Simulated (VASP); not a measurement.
Output of a VASP run:

File OSZICAR:
```
       N       E                     dE             d eps       ncg     rms          rms(c)
DAV:   1     0.112935882372E+03    0.11294E+03   -0.68044E+03  2306   0.136E+03
DAV:   2     0.101999034957E+02   -0.10274E+03   -0.10059E+03  2354   0.309E+02
DAV:   3     0.619324950341E+01   -0.40067E+01   -0.39826E+01  2760   0.759E+01
DAV:   4     0.611228624928E+01   -0.80963E-01   -0.80986E-01  2861   0.110E+01
DAV:   5     0.610940064143E+01   -0.28856E-02   -0.28858E-02  2972   0.184E+00    0.473E+00
DAV:   6     0.166376308554E+02    0.10528E+02   -0.22332E+01  2603   0.122E+02    0.245E+00
DAV:   7     0.161325813061E+02   -0.50505E+00   -0.21317E-01  2666   0.788E+00    0.152E+00
DAV:   8     0.162082229273E+02    0.75642E-01   -0.16614E-01  2522   0.644E+00    0.517E-01
DAV:   9     0.161630374938E+02   -0.45185E-01   -0.34630E-01  2672   0.138E+01    0.100E+00
DAV:  10     0.161858529791E+02    0.22815E-01   -0.89563E-02  2666   0.651E+00    0.208E-01
DAV:  11     0.161993453150E+02    0.13492E-01   -0.46368E-03  2606   0.102E+00    0.932E-02
DAV:  12     0.161995383356E+02    0.19302E-03   -0.18271E-03  2714   0.996E-01    0.117E-02
DAV:  13     0.161997748509E+02    0.23652E-03   -0.16982E-04  2669   0.285E-01    0.228E-02
DAV:  14     0.161997656844E+02   -0.91665E-05   -0.54010E-05  2726   0.172E-01    0.651E-03
DAV:  15     0.161997509547E+02   -0.14730E-04   -0.46454E-06  2633   0.433E-02    0.254E-03
DAV:  16     0.161997516622E+02    0.70752E-06   -0.53412E-07  2474   0.113E-02    0.182E-03
DAV:  17     0.161997486944E+02   -0.29678E-05   -0.45588E-07  2378   0.108E-02    0.878E-04
DAV:  18     0.161997491324E+02    0.43802E-06   -0.23593E-07  2401   0.107E-02    0.169E-04
DAV:  19     0.161997486967E+02   -0.43569E-06   -0.17530E-08  1183   0.204E-03    0.117E-04
DAV:  20     0.161997487321E+02    0.35397E-07   -0.40774E-09  1171   0.119E-03
   1 F= 0.16199749E+02 E0= 0.16199749E+02  d E =0.000000E+00
       N       E                     dE             ncg
```

### OUTCAR
```
------------------------ aborting loop because EDIFF is reached ----------------------------------------
  FORCE on cell =-STRESS in cart. coord.  units (eV):
  Direction    XX          YY          ZZ          XY          YZ          ZX
  --------------------------------------------------------------------------------------
  Total        0.0451356      0.0451356      0.0451356     -0.0000000      0.0000000     -0.0000000
  in kB        2.4278942      2.4278942      2.4278942     -0.0000000      0.0000000     -0.0000000
  external PRESSURE =       2.4278942 kB  Pullay stress =       0.0000000 kB
  volume of cell :       29.79
      direct lattice vectors                 reciprocal lattice vectors
     0.000000000  2.460310969  2.460310969    -0.203226343  0.203226343  0.203226343
     2.460310969  0.000000000  2.460310969     0.203226343 -0.203226343  0.203226343
     2.460310969  2.460310969  0.000000000     0.203226343  0.203226343 -0.203226343
 POSITION                                       TOTAL-FORCE (eV/Angst)
 -----------------------------------------------------------------------------------
      0.00000      0.00000      0.00000        -0.000000      0.000000     -0.000000
 -----------------------------------------------------------------------------------
    total drift:                               -0.000000     -0.000000     -0.000000
  FREE ENERGIE OF THE ION-ELECTRON SYSTEM (eV)
  ---------------------------------------------------
  free  energy   TOTEN  =        16.1997487321 eV

  energy  without entropy=       16.1997487321  energy(sigma->0) =       16.19974873

 total charge

# of ion       s       p       d       tot
------------------------------------------
    1        1.477   0.781   9.799  12.057
```
(Selected blocks of OUTCAR.)

POSCAR:
```
Pb
1
    0.0000000000     2.4603109686     2.4603109686
    2.4603109686     0.0000000000     2.4603109686
    2.4603109686     2.4603109686     0.0000000000
Pb
1
Direct
  0.0000000000   0.0000000000   0.0000000000
```

Task: Reconstruct the remaining input files.

Result: One answer among several that fit: the input of the run itself, MS2 meta-GGA, plane waves, VASP's PBE PAW potentials (set 64).

KPOINTS_OPT:
```
k-points along high-symmetry lines
10
Line-mode
Reciprocal
  0.000000   0.000000   0.000000 ! GAMMA
  0.500000   0.000000   0.500000 ! X

  0.500000   0.000000   0.500000 ! X
  0.625000   0.250000   0.625000 ! U

  0.375000   0.375000   0.750000 ! K
  0.000000   0.000000   0.000000 ! GAMMA

  0.000000   0.000000   0.000000 ! GAMMA
  0.500000   0.500000   0.500000 ! L

  0.500000   0.500000   0.500000 ! L
  0.500000   0.250000   0.750000 ! W

  0.500000   0.250000   0.750000 ! W
  0.500000   0.000000   0.500000 ! X
```

**INCAR**
```
# general
SYSTEM =Pb
PREC   =Accurate
ENCUT  =520
LREAL  =F
LASPH  =T

# electronic loop
EDIFF  =1E-7
NELM   =100
ALGO   =Normal
LMAXMIX=4
LMIXTAU=T

# smearing
ISMEAR =-5

# functional
METAGGA=MS2

# ions
ISIF   =2

# output
LWAVE  =F
LCHARG =F
LORBIT =11
NEDOS  =601
```

### KPOINTS
```
Automatic mesh
0
Gamma
14 14 14
0 0 0
```

POTCAR, in this order: Pb_d (PBE.64 set). Program: vasp_std.

For a metal the tetrahedron method with Blöchl corrections gives inexact stress and forces.

The compound is Pb in the fcc structure. It was relaxed first.
